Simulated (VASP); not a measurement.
All values below come from LDA (Ceperley-Alder, Perdew-Zunger), VASP's LDA PAW potentials (set 64) (plane waves; VASP).

A VASP calculation is set up with these files.

### INCAR
```
SYSTEM  =  Sr
PREC  =  Accurate; ENCUT  =  400; LREAL  =  .FALSE.
LASPH  =  .TRUE.
EDIFF  =  1E-6; NELM  =  100; ALGO  =  Normal
LMAXMIX  =  4
ISMEAR  =  1; SIGMA  =  0.1
IBRION  =  2; NSW  =  60; ISIF  =  3
EDIFFG  =  -0.01
LWAVE  =  .FALSE.; LCHARG  =  .FALSE.
```

File POSCAR:
```
Sr
1.0
  0.0000000000   3.0400000000   3.0400000000
  3.0400000000   0.0000000000   3.0400000000
  3.0400000000   3.0400000000   0.0000000000
Sr
1
Cartesian
  0.0000000000   0.0000000000   0.0000000000
```

KPOINTS:
```
Automatic mesh
0
Gamma
9 9 9
0 0 0
```

POTCAR, in this order: Sr_sv (LDA.64 set). Program: vasp_std.

Output of the run:

OSZICAR:
```
       N       E                     dE             d eps       ncg     rms          rms(c)
DAV:   1     0.295542041521E+02    0.29554E+02   -0.42458E+03   630   0.776E+02
DAV:   2    -0.602708013000E+00   -0.30157E+02   -0.29722E+02   726   0.150E+02
DAV:   3    -0.181301396378E+01   -0.12103E+01   -0.11972E+01   956   0.241E+01
DAV:   4    -0.185385659764E+01   -0.40843E-01   -0.40832E-01   929   0.390E+00
DAV:   5    -0.185508851559E+01   -0.12319E-02   -0.12317E-02  1001   0.428E-01    0.107E+01
DAV:   6    -0.185313011829E+01    0.19584E-02   -0.58389E-03   778   0.109E+00    0.601E+00
DAV:   7    -0.185171391781E+01    0.14162E-02   -0.97467E-03   713   0.135E+00    0.278E-01
DAV:   8    -0.185167306333E+01    0.40854E-04   -0.20109E-03   996   0.264E-01    0.995E-02
DAV:   9    -0.185168857205E+01   -0.15509E-04   -0.25641E-05   989   0.442E-02    0.367E-02
DAV:  10    -0.185169734920E+01   -0.87771E-05   -0.11963E-05   834   0.395E-02    0.185E-02
DAV:  11    -0.185169798781E+01   -0.63861E-06   -0.66493E-07   508   0.949E-03
   1 F= -.18516980E+01 E0= -.18523474E+01  d E =-.185170E+01
       N       E                     dE             d eps       ncg     rms          rms(c)
DAV:   1    -0.239812676479E+01   -0.54643E+00   -0.12926E+01   743   0.313E+01    0.505E+00
DAV:   2    -0.197857536986E+01    0.41955E+00   -0.95404E-01   658   0.990E+00    0.196E+00
DAV:   3    -0.186314566208E+01    0.11543E+00   -0.69799E-01   955   0.553E+00    0.131E+00
DAV:   4    -0.187411474310E+01   -0.10969E-01   -0.15191E-02   692   0.103E+00    0.733E-01
DAV:   5    -0.188426615371E+01   -0.10151E-01   -0.10080E-02   965   0.528E-01    0.274E-01
DAV:   6    -0.188685703449E+01   -0.25909E-02   -0.92667E-03   955   0.611E-01    0.101E-01
DAV:   7    -0.188681436190E+01    0.42673E-04   -0.46077E-04   981   0.108E-01    0.373E-02
DAV:   8    -0.188681150175E+01    0.28601E-05   -0.16073E-05   941   0.348E-02    0.188E-02
DAV:   9    -0.188681152745E+01   -0.25704E-07   -0.14410E-06   475   0.133E-02
   2 F= -.18868115E+01 E0= -.18875891E+01  d E =-.351135E-01
       N       E                     dE             d eps       ncg     rms          rms(c)
DAV:   1    -0.209839347128E+01   -0.21158E+00   -0.51717E+00   743   0.199E+01    0.309E+00
DAV:   2    -0.193176569562E+01    0.16663E+00   -0.40180E-01   684   0.640E+00    0.126E+00
DAV:   3    -0.188480353250E+01    0.46962E-01   -0.28535E-01   943   0.355E+00    0.102E+00
DAV:   4    -0.188995872900E+01   -0.51552E-02   -0.68380E-03   739   0.776E-01    0.410E-01
DAV:   5    -0.189321226593E+01   -0.32535E-02   -0.44191E-03   899   0.396E-01    0.223E-01
DAV:   6    -0.189429908850E+01   -0.10868E-02   -0.30501E-03   994   0.362E-01    0.455E-02
DAV:   7    -0.189428320350E+01    0.15885E-04   -0.12441E-04  1007   0.598E-02    0.231E-02
DAV:   8    -0.189428225784E+01    0.94565E-06   -0.31064E-06   662   0.150E-02
   3 F= -.18942823E+01 E0= -.18950487E+01  d E =-.425843E-01
       N       E                     dE             d eps       ncg     rms          rms(c)
DAV:   1    -0.189742389491E+01   -0.31407E-02   -0.80775E-02   681   0.251E+00    0.446E-01
DAV:   2    -0.189503019004E+01    0.23937E-02   -0.74918E-03   694   0.892E-01    0.187E-01
DAV:   3    -0.189419646119E+01    0.83373E-03   -0.28210E-03   961   0.362E-01    0.134E-01
DAV:   4    -0.189427418980E+01   -0.77729E-04   -0.13084E-04  1072   0.774E-02    0.670E-02
DAV:   5    -0.189433369203E+01   -0.59502E-04   -0.26801E-04   908   0.955E-02    0.128E-02
DAV:   6    -0.189433288520E+01    0.80683E-06   -0.19129E-06   555   0.128E-02
   4 F= -.18943329E+01 E0= -.18950983E+01  d E =-.426349E-01
       N       E                     dE             d eps       ncg     rms          rms(c)
DAV:   1    -0.189489549919E+01   -0.56181E-03   -0.14861E-02   655   0.108E+00    0.204E-01
DAV:   2    -0.189446980595E+01    0.42569E-03   -0.14284E-03   686   0.394E-01    0.843E-02
DAV:   3    -0.189431439141E+01    0.15541E-03   -0.45841E-04   953   0.146E-01    0.591E-02
DAV:   4    -0.189432502059E+01   -0.10629E-04   -0.37045E-05  1069   0.398E-02    0.334E-02
DAV:   5    -0.189433681539E+01   -0.11795E-04   -0.54816E-05   936   0.429E-02    0.598E-03
DAV:   6    -0.189433649643E+01    0.31896E-06   -0.40989E-07   363   0.608E-03
   5 F= -.18943365E+01 E0= -.18951022E+01  d E =-.426385E-01
```

OUTCAR:
```
------------------------ aborting loop because EDIFF is reached ----------------------------------------
  FORCE on cell =-STRESS in cart. coord.  units (eV):
  Direction    XX          YY          ZZ          XY          YZ          ZX
  --------------------------------------------------------------------------------------
  Total       -0.0062533     -0.0062533     -0.0062533     -0.0000000      0.0000000      0.0000000
  in kB       -0.2054307     -0.2054307     -0.2054307     -0.0000000      0.0000000      0.0000000
  external PRESSURE =      -0.2054307 kB  Pullay stress =       0.0000000 kB
  volume of cell :       48.77
      direct lattice vectors                 reciprocal lattice vectors
    -0.000000000  2.899852873  2.899852873    -0.172422541  0.172422541  0.172422541
     2.899852873  0.000000000  2.899852873     0.172422541 -0.172422541  0.172422541
     2.899852873  2.899852873  0.000000000     0.172422541  0.172422541 -0.172422541
 POSITION                                       TOTAL-FORCE (eV/Angst)
 -----------------------------------------------------------------------------------
      0.00000      0.00000      0.00000        -0.000000     -0.000000      0.000000
 -----------------------------------------------------------------------------------
    total drift:                               -0.000000     -0.000000     -0.000000
  FREE ENERGIE OF THE ION-ELECTRON SYSTEM (eV)
  ---------------------------------------------------
  free  energy   TOTEN  =        -1.8943364964 eV

  energy  without entropy=       -1.8966337300  energy(sigma->0) =       -1.89510224

 reached required accuracy - stopping structural energy minimisation
```
(Selected blocks of OUTCAR.)

**CONTCAR**
```
Sr
   1.00000000000000
    -0.0000000000000000    2.8998528727187938    2.8998528727187938
     2.8998528727187938    0.0000000000000000    2.8998528727187938
     2.8998528727187938    2.8998528727187938    0.0000000000000000
  Sr
     1
Direct
     0.0000000000000000    0.0000000000000000    0.0000000000000000
```

Energy and stress use the plane-wave basis of the starting cell.

The compound is Sr in the fcc structure. This run relaxes it. Symmetry was kept, so distortions that lower it aren't found.
